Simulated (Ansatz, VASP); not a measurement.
# Ga12Ge13O44 (amorphous 32Ga2O3-68GeO2 (mol %)): VASP beside Ansatz, part 3 of 3

Aim: how closely do two programs agree when they are given the same cell, functional and k mesh? Of the first pair: The structure shown is the start of the Ansatz relaxation below; VASP solves that cell, so the two are compared at the walk's first step.

VASP 6.6.1 and Ansatz 0.2.0.

So far. Step 3 (VASP: single point, PBE, start cell, pair 1): The run ends at a pressure of -4.01 GPa, with forces up to 1.7 eV/Å.

### Step 6. VASP: single point, PBE, relaxed cell, pair 2

Level of this step: PBE, spin-polarised from a ferromagnetic start; plane waves and PAW (Ga_d, Ge_d, O) (VASP).

The same cell, functional, mesh and smearing now go to VASP, with its own data sets.

File INCAR:

```
SYSTEM = Ga12Ge13O44
PREC = Accurate
ENCUT = 520
EDIFF = 1E-06
NELM = 200
ISMEAR = -1
SIGMA = 0.01
LREAL = Auto
ALGO = Normal
GGA = PE
NELECT = 601
NBANDS = 352
ISPIN = 2
MAGMOM = -0 -0 -0 -0 -0 -0 -0 -0 0 -0 0 -0 -0 -0 0 -0 -0 0 0 -0 -0 -0 -0 -0 -0 -0 0 -0 0.43 -0 -0 0 0 -0 0 0 0 0.01 0.01 0 -0 -0 -0 -0 0 -0 -0 -0 0 0 -0 -0 -0 -0 -0 0 -0 -0 -0 -0 0 0 0 0.43 0 0 0 -0 -0
LORBIT = 11
LWAVE = .FALSE.
LCHARG = .FALSE.
ISIF = 2
LASPH = .TRUE.
GGA_COMPAT = .FALSE.
NCORE = 2
```

File POSCAR:

```
Ga12Ge13O44
1.0
   10.3277000000      0.0000000000      0.0000000000
    0.0000000000     10.3277000000      0.0000000000
    0.0000000000      0.0000000000     10.3277000000
Ga Ge O
12 13 44
Direct
    0.3378500000      0.8279500000      0.8982800000
    0.3098500000      0.7006900000      0.1613400000
    0.3042700000      0.1055800000      0.0948300000
    0.0998800000      0.6445100000      0.8934000000
    0.3403500000      0.8729100000      0.6282300000
    0.5697900000      0.9479700000      0.0834600000
    0.2465700000      0.9624900000      0.3762300000
    0.8420600000      0.4588700000      0.0422100000
    0.1105700000      0.4326100000      0.1385000000
    0.0822200000      0.8738100000      0.1256300000
    0.5101500000      0.0397500000      0.3520100000
    0.8216700000      0.7538400000      0.9956500000
    0.0118100000      0.1893600000      0.1608800000
    0.3854900000      0.4672100000      0.3141000000
    0.2292400000      0.3855800000      0.5900000000
    0.5584900000      0.5984300000      0.9494400000
    0.9046700000      0.6648000000      0.2834700000
    0.1017200000      0.6792900000      0.5489900000
    0.9268800000      0.8768000000      0.7345600000
    0.6203500000      0.2863600000      0.1731000000
    0.0347300000      0.1219900000      0.5490300000
    0.7880500000      0.1728000000      0.3761900000
    0.5919700000      0.7293100000      0.3606200000
    0.3173300000      0.3893100000      0.9063600000
    0.6197700000      0.7702800000      0.6917700000
    0.7036300000      0.6030700000      0.0458800000
    0.0865400000      0.0170800000      0.4261400000
    0.9295900000      0.5960700000      0.9405000000
    0.2483000000      0.6864100000      0.7941900000
    0.2193300000      0.8352400000      0.2482700000
    0.7633700000      0.8599600000      0.6769100000
    0.9814600000      0.0306500000      0.6861200000
    0.9764500000      0.3193900000      0.0463300000
    0.1797000000      0.7577300000      0.0249600000
    0.4356600000      0.7086700000      0.0182900000
    0.8794000000      0.1117900000      0.2363700000
    0.2488600000      0.5352200000      0.2247200000
    0.3178100000      0.4009000000      0.7354800000
    0.1830900000      0.4852200000      0.9712600000
    0.1327700000      0.2831500000      0.2399000000
    0.0062600000      0.7282400000      0.6843300000
    0.9471200000      0.5194300000      0.1989200000
    0.6645100000      0.0719400000      0.4350800000
    0.5815800000      0.1149200000      0.1675500000
    0.5557100000      0.8724600000      0.2679200000
    0.3970300000      0.9640400000      0.0189100000
    0.1118700000      0.0527500000      0.0998200000
    0.6241700000      0.6295900000      0.7912900000
    0.9007300000      0.2164700000      0.4969100000
    0.1115900000      0.5081300000      0.5663500000
    0.9458800000      0.8556000000      0.9031000000
    0.4771200000      0.8498400000      0.7477900000
    0.7062000000      0.3387000000      0.0385300000
    0.0039200000      0.7107200000      0.4100100000
    0.9201300000      0.7927900000      0.1618100000
    0.1607300000      0.2293000000      0.5984200000
    0.2422400000      0.7691800000      0.5156300000
    0.3537500000      0.4020000000      0.4671200000
    0.7130400000      0.3163100000      0.3162400000
    0.6808500000      0.8649400000      0.9821200000
    0.3900800000      0.9770000000      0.4880300000
    0.4645600000      0.3574700000      0.2118800000
    0.3456100000      0.0823700000      0.2704100000
    0.2343900000      0.9123200000      0.7717500000
    0.4740400000      0.4500200000      0.9468200000
    0.2983100000      0.2375100000      0.9775900000
    0.4589100000      0.6297900000      0.2980900000
    0.7405900000      0.6519800000      0.3303900000
    0.5638900000      0.7351600000      0.5288700000
```

File KPOINTS:

```
Automatic mesh
0
Gamma
1 1 1
0 0 0
```

PAW data sets: Ga_d, Ge_d and O (PBE family, release 64).

Command:

```console
> mpirun -np 8 vasp_gam
```

Numbers of over 12 decimals in the logs are rounded to 6 here.

Output:

```text
[... set-up lines as in an earlier step ...]
 entering main loop
       N       E                     dE             d eps       ncg     rms          rms(c)
DAV:   1     0.176294231729E+05    0.17629E+05   -0.21685E+05  1712   0.400E+03
DAV:   2     0.445186567994E+04   -0.13178E+05   -0.12308E+05  1408   0.118E+03
DAV:   3     0.256875216185E+03   -0.41950E+04   -0.39619E+04  1776   0.403E+02
DAV:   4    -0.425219010584E+03   -0.68209E+03   -0.66583E+03  1696   0.178E+02
DAV:   5    -0.488072652539E+03   -0.62854E+02   -0.62118E+02  2056   0.578E+01BRMIX: very serious problems
 the old and the new charge density differ
 old charge density:   602.00000 new  601.00000
    0.494E+01
DAV:   6    -0.418223645039E+03    0.69849E+02   -0.28245E+02  2336   0.913E+01    0.160E+01
DAV:   7    -0.421158092496E+03   -0.29344E+01   -0.45054E+01  1800   0.153E+01    0.107E+01
DAV:   8    -0.420763112778E+03    0.39498E+00   -0.58228E+00  2040   0.112E+01    0.385E+00
DAV:   9    -0.420636661536E+03    0.12645E+00   -0.13271E+00  1880   0.583E+00    0.169E+00
[...]
DAV:  19    -0.420655540607E+03    0.17912E-05   -0.30785E-05  1744   0.260E-02    0.817E-03
DAV:  20    -0.420655538949E+03    0.16574E-05   -0.13550E-05  1512   0.165E-02    0.469E-03
DAV:  21    -0.420655538337E+03    0.61258E-06   -0.58327E-06  1304   0.133E-02
   1 F= -.42065554E+03 E0= -.42065554E+03  d E =-.786351E-15  mag=     1.0000
```

Parts of OUTCAR (step 6):

```text
  FREE ENERGIE OF THE ION-ELECTRON SYSTEM (eV)
  ---------------------------------------------------
  free  energy   TOTEN  =      -420.6555383369 eV

  energy  without entropy=     -420.6555383369  energy(sigma->0) =     -420.65553834

 magnetization (x)
# of ion       s       p       d       tot
------------------------------------------
    1       -0.008  -0.008   0.001  -0.015
    2       -0.000  -0.000  -0.000  -0.000
    3       -0.000   0.000   0.000  -0.000
    4       -0.006  -0.004   0.003  -0.006
    5       -0.004  -0.005   0.002  -0.006
    6       -0.000  -0.000  -0.000  -0.000
    7       -0.000  -0.000  -0.000  -0.000
    8       -0.000  -0.000  -0.000  -0.000
    9        0.000   0.001   0.000   0.001
   10       -0.000  -0.000  -0.000  -0.000
   11       -0.000   0.000   0.000   0.000
   12        0.000  -0.000  -0.000   0.000
   13       -0.000  -0.000   0.000  -0.000
[...]
--------------------------------------------------
tot         -0.007   0.821   0.007   0.820

[... 1 part as in an earlier step ...]
```

The run ends at a pressure of -4.19 GPa, with forces up to 0.097 eV/Å.

### Step 7. Side by side

What differs besides the data sets and the points named for the pairs above, as far as they apply: site moments are counted in spheres of each program's own size. Total energies have different zeros and are not compared.

The two programs side by side:

```tsv
quantity	Ansatz	VASP	difference
total moment (μB)	1.00	1.00	0.00
moment on O29 (μB)	0.43	0.42	+0.01
moment on O64 (μB)	0.43	0.42	+0.01
```

Forces on 8 of the 69 atoms, those with the largest forces and the largest differences (eV/Å; atoms numbered as in POSCAR):

```tsv
atom	Ansatz x, y, z	VASP x, y, z
Ga7	-0.021, 0.004, -0.011	-0.062, -0.027, -0.003
Ge17	0.019, -0.001, 0.040	0.014, 0.003, 0.096
Ge24	0.005, -0.011, -0.003	0.037, -0.051, -0.023
O29	-0.002, 0.048, 0.005	0.032, 0.029, -0.054
O42	-0.009, 0.014, -0.002	-0.013, 0.057, 0.035
O52	0.009, -0.001, -0.004	0.066, -0.021, 0.002
O64	-0.014, -0.035, 0.003	-0.083, 0.005, 0.004
O66	-0.004, -0.008, 0.005	0.003, 0.055, -0.025
```

The forces differ by 24 meV/Å r.m.s., which is 89.2 % of the r.m.s. force of 0.027 eV/Å (both taken over all components). The cell carries a charge of +1 e against a uniform background, so its pressure also hangs on how the neutralising background is counted, and in a defect's cell a gap may be the spacing between its levels.

### Step 8. What came out

```yaml
r_m_s_force_difference_single_point_pbe_start_cell_pair_1: 9.3 % of the r.m.s. force
r_m_s_force_difference_single_point_pbe_relaxed_cell_pair_2: 24 meV/Å
```

In words: The r.m.s. force difference is 9.3 % of the r.m.s. force (single point, PBE, start cell, pair 1), beyond the 3 % picked in this series as the mark of a large difference. What causes the difference of the single point, PBE, start cell, pair 1 pair stays open here. What causes the difference of the single point, PBE, relaxed cell, pair 2 pair stays open here. How closely two codes agree says nothing of how well the functional describes the real material.

[Lines on the potential files, build, host, timing and source positions are cut from VASP's logs without a mark.]

[Logs are printed without paths, hosts, clocks, repeated set-up lines and the standing remarks that a program may print on its own settings, such as how far it seeks lower states.]

[Hosts, paths, dates, database ids (printed as entryN), source tags and the programs' standing remarks are cut or masked in the printed files.]
